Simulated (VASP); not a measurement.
Method: MS2 meta-GGA, VASP's PBE PAW potentials (set 64) (plane waves; VASP).

A VASP calculation is set up with these files.

**INCAR**
```
SYSTEM = MgS
PREC = Accurate; ENCUT = 520; LREAL = .FALSE.
LASPH = .TRUE.
EDIFF = 1E-6; NELM = 100; ALGO = Normal
LMIXTAU = .TRUE.
ISMEAR = 0; SIGMA = 0.05
METAGGA = MS2
IBRION = 2; NSW = 60; ISIF = 3
EDIFFG = -0.01
LWAVE = .FALSE.; LCHARG = .FALSE.
```

KPOINTS:
```
Automatic mesh
0
Gamma
8 8 8
0 0 0
```

**POSCAR**
```
MgS
1
    0.0000000000     2.6000000000     2.6000000000
    2.6000000000     0.0000000000     2.6000000000
    2.6000000000     2.6000000000     0.0000000000
Mg S
1 1
Direct
  0.0000000000   0.0000000000   0.0000000000
  0.5000000000   0.5000000000   0.5000000000
```

POTCAR, in this order: Mg S (PBE.64 set). Program: vasp_std.

The resulting files:

OUTCAR:
```
 ion  position               nearest neighbor table
   1  0.000  0.000  0.000-   2 2.60   2 2.60   2 2.60   2 2.60   2 2.60   2 2.60
   2  0.500  0.500  0.500-   1 2.60   1 2.60   1 2.60   1 2.60   1 2.60   1 2.60
  LATTYP: Found a face centered cubic cell.
 ALAT       =     5.2000000000
 Subroutine PRICEL returns:
 Original cell was already a primitive cell.
 Subroutine GETGRP returns: Found 48 space group operations
The static configuration has the point symmetry O_h .
The dynamic configuration has the point symmetry O_h .
 Subroutine INISYM returns: Found 48 space group operations
 Subroutine IBZKPT returns following result:
 Found     29 irreducible k-points:

 Following reciprocal coordinates:
            Coordinates               Weight
  0.000000  0.000000  0.000000      1.000000
  0.125000  0.000000  0.000000      8.000000
  0.250000  0.000000  0.000000      8.000000
  0.375000  0.000000  0.000000      8.000000
  0.500000  0.000000  0.000000      4.000000
  0.125000  0.125000  0.000000      6.000000
  0.250000  0.125000  0.000000     24.000000
  0.375000  0.125000  0.000000     24.000000
  0.500000  0.125000  0.000000     24.000000
 -0.375000  0.125000  0.000000     24.000000
 -0.250000  0.125000  0.000000     24.000000
 -0.125000  0.125000  0.000000     12.000000
  0.250000  0.250000  0.000000      6.000000
  0.375000  0.250000  0.000000     24.000000
  0.500000  0.250000  0.000000     24.000000
 -0.375000  0.250000  0.000000     24.000000
 -0.250000  0.250000  0.000000     12.000000
  0.375000  0.375000  0.000000      6.000000
  0.500000  0.375000  0.000000     24.000000
 -0.375000  0.375000  0.000000     12.000000
  0.500000  0.500000  0.000000      3.000000
  0.375000  0.250000  0.125000     24.000000
  0.500000  0.250000  0.125000     48.000000
 -0.375000  0.250000  0.125000     24.000000
  0.500000  0.375000  0.125000     24.000000
 -0.375000  0.375000  0.125000     48.000000
 -0.250000  0.375000  0.125000     24.000000
 -0.375000  0.500000  0.125000     12.000000
 -0.250000  0.500000  0.250000      6.000000
   k-points           NKPTS =     29   k-points in BZ     NKDIM =     29   number of bands    NBANDS=      8
   number of dos      NEDOS =    301   number of ions     NIONS =      2
   total plane-waves  NPLWV =  21952
   dimension x,y,z NGX =    28 NGY =   28 NGZ =   28
   dimension x,y,z NGXF=    56 NGYF=   56 NGZF=   56
   ions per type =               1   1
   PREC   = accura    normal or accurate (medium, high low for compatibility)
   ISTART =      0    job   : 0-new  1-cont  2-samecut
   ICHARG =      2    charge: 1-file 2-atom 10-const
   ISPIN  =      1    spin polarized calculation?
   LNONCOLLINEAR =      F non collinear calculations
   LSORBIT =      F    spin-orbit coupling
   INIWAV =      1    electr: 0-lowe 1-rand  2-diag
   ENCUT  =  520.0 eV  38.22 Ry    6.18 a.u.   6.84  6.84  6.84*2*pi/ulx,y,z
   NELM   =    100;   NELMIN=  2; NELMDL= -5     # of ELM steps
   EDIFF  = 0.1E-05   stopping-criterion for ELM
   LREAL  =      F    real-space projection
   NLSPLINE    = F    spline interpolate recip. space projectors
   LMAXMIX     =    2 max onsite mixed and CHGCAR
   VOSKOWN=      0    Vosko Wilk Nusair interpolation
   EDIFFG = -.1E-01   stopping-criterion for IOM
   NSW    =     60    number of steps for IOM
   NBLOCK =      1;   KBLOCK =     60    inner block; outer block
   IBRION =      2    ionic relax: 0-MD 1-quasi-New 2-CG
   NFREE  =      1    steps in history (QN), initial steepest desc. (CG)
   ISIF   =      3    stress and relaxation
   ISYM   =      2    0-nonsym 1-usesym 2-fastsym
   TEIN   =    0.0    initial temperature
   TEBEG  =    0.0;   TEEND  =   0.0 temperature during run
   SMASS  =  -3.00    Nose mass-parameter (am)
...
```

OSZICAR:
```
       N       E                     dE             d eps       ncg     rms          rms(c)
DAV:   1     0.843386250681E+01    0.84339E+01   -0.37439E+03   496   0.798E+02
DAV:   2    -0.221731414715E+02   -0.30607E+02   -0.29418E+02   640   0.113E+02
DAV:   3    -0.230235123567E+02   -0.85037E+00   -0.85037E+00   576   0.260E+01
DAV:   4    -0.230261934252E+02   -0.26811E-02   -0.26811E-02   728   0.157E+00
DAV:   5    -0.230262007568E+02   -0.73316E-05   -0.73316E-05   616   0.552E-02    0.695E+00
DAV:   6    -0.161578007497E+02    0.68684E+01   -0.20983E+00   464   0.165E+01    0.219E+00
DAV:   7    -0.169156006433E+02   -0.75780E+00   -0.73872E-01   512   0.792E+00    0.402E+00
DAV:   8    -0.169677949436E+02   -0.52194E-01   -0.43481E-02   552   0.252E+00    0.371E+00
DAV:   9    -0.166679900129E+02    0.29980E+00   -0.27471E-01   464   0.679E+00    0.121E+00
DAV:  10    -0.169465183318E+02   -0.27853E+00   -0.35432E-01   464   0.654E+00    0.653E-01
DAV:  11    -0.169395247370E+02    0.69936E-02   -0.33903E-03   704   0.869E-01    0.475E-01
DAV:  12    -0.169458720029E+02   -0.63473E-02   -0.14803E-03   464   0.521E-01    0.672E-01
DAV:  13    -0.169529428936E+02   -0.70709E-02   -0.75710E-03   464   0.109E+00    0.326E-01
DAV:  14    -0.169540893853E+02   -0.11465E-02   -0.19558E-03   464   0.611E-01    0.612E-01
DAV:  15    -0.169540977844E+02   -0.83992E-05   -0.61109E-05   592   0.999E-02    0.467E-01
DAV:  16    -0.169541032362E+02   -0.54518E-05   -0.14447E-04   480   0.106E-01    0.226E-01
DAV:  17    -0.169541110328E+02   -0.77965E-05   -0.49725E-05   464   0.834E-02    0.172E-02
DAV:  18    -0.169541099313E+02    0.11015E-05   -0.26733E-06   560   0.193E-02    0.156E-02
DAV:  19    -0.169541146242E+02   -0.46929E-05   -0.17494E-06   488   0.177E-02    0.684E-03
DAV:  20    -0.169541133242E+02    0.12999E-05   -0.18374E-06   480   0.176E-02    0.196E-03
DAV:  21    -0.169541147973E+02   -0.14730E-05   -0.17809E-07   240   0.688E-03    0.239E-03
DAV:  22    -0.169541144608E+02    0.33647E-06   -0.35655E-08   232   0.205E-03
   1 F= -.16954114E+02 E0= -.16954114E+02  d E =-.169541E+02
       N       E                     dE             d eps       ncg     rms          rms(c)
DAV:   1    -0.169579492092E+02   -0.38344E-02   -0.14037E-01   552   0.268E+00    0.798E-01
DAV:   2    -0.169554512658E+02    0.24979E-02   -0.14497E-02   488   0.982E-01    0.319E-01
DAV:   3    -0.169552118250E+02    0.23944E-03   -0.39401E-03   520   0.432E-01    0.288E-01
DAV:   4    -0.169552561297E+02   -0.44305E-04   -0.35900E-05   544   0.723E-02    0.264E-01
DAV:   5    -0.169551554386E+02    0.10069E-03   -0.15518E-04   472   0.167E-01    0.100E-01
DAV:   6    -0.169553135754E+02   -0.15814E-03   -0.23735E-04   472   0.209E-01    0.238E-02
DAV:   7    -0.169553051825E+02    0.83929E-05   -0.73356E-06   472   0.382E-02    0.185E-02
DAV:   8    -0.169553089297E+02   -0.37472E-05   -0.12863E-06   528   0.171E-02    0.799E-03
DAV:   9    -0.169553058982E+02    0.30315E-05   -0.21074E-06   464   0.209E-02    0.405E-03
DAV:  10    -0.169553081451E+02   -0.22469E-05   -0.22379E-07   248   0.648E-03    0.187E-03
DAV:  11    -0.169553077808E+02    0.36434E-06   -0.97973E-09   232   0.116E-03
   2 F= -.16955308E+02 E0= -.16955308E+02  d E =-.119332E-02
       N       E                     dE             d eps       ncg     rms          rms(c)
DAV:   1    -0.169555196259E+02   -0.21148E-03   -0.66650E-03   544   0.581E-01    0.171E-01
DAV:   2    -0.169554214163E+02    0.98210E-04   -0.69803E-04   480   0.215E-01    0.681E-02
DAV:   3    -0.169554161694E+02    0.52469E-05   -0.18667E-04   504   0.955E-02    0.600E-02
DAV:   4    -0.169554162239E+02   -0.54470E-07   -0.18035E-06   552   0.163E-02
   3 F= -.16955416E+02 E0= -.16955416E+02  d E =-.130176E-02
```

OUTCAR:
```
------------------------ aborting loop because EDIFF is reached ----------------------------------------
  FORCE on cell =-STRESS in cart. coord.  units (eV):
  Direction    XX          YY          ZZ          XY          YZ          ZX
  --------------------------------------------------------------------------------------
  Total        0.0036525      0.0036525      0.0036525     -0.0000000      0.0000000     -0.0000000
  in kB        0.1685013      0.1685013      0.1685013     -0.0000000      0.0000000     -0.0000000
  external PRESSURE =       0.1685013 kB  Pullay stress =       0.0000000 kB
  volume of cell :       34.73
      direct lattice vectors                 reciprocal lattice vectors
    -0.000000000  2.589540736  2.589540736    -0.193084431  0.193084431  0.193084431
     2.589540736 -0.000000000  2.589540736     0.193084431 -0.193084431  0.193084431
     2.589540736  2.589540736  0.000000000     0.193084431  0.193084431 -0.193084431
 POSITION                                       TOTAL-FORCE (eV/Angst)
 -----------------------------------------------------------------------------------
      0.00000     -0.00000      0.00000        -0.000000      0.000000     -0.000000
      2.58954      2.58954      2.58954         0.000000     -0.000000      0.000000
 -----------------------------------------------------------------------------------
    total drift:                                0.000000      0.000000      0.000000
  FREE ENERGIE OF THE ION-ELECTRON SYSTEM (eV)
  ---------------------------------------------------
  free  energy   TOTEN  =       -16.9554162239 eV

  energy  without entropy=      -16.9554162239  energy(sigma->0) =      -16.95541622

 reached required accuracy - stopping structural energy minimisation
```
(Selected blocks of OUTCAR.)

**CONTCAR**
```
MgS
   1.00000000000000
    -0.0000000000000000    2.5895407364622955    2.5895407364622955
     2.5895407364622955   -0.0000000000000000    2.5895407364622955
     2.5895407364622955    2.5895407364622955    0.0000000000000000
  Mg              S
     1     1
Direct
     0.0000000000000000    0.0000000000000000    0.0000000000000000
     0.5000000000000000    0.5000000000000000    0.5000000000000000
```

The compound is MgS in the rock salt structure. This run relaxes it. Symmetry was kept, so distortions that lower it aren't found.
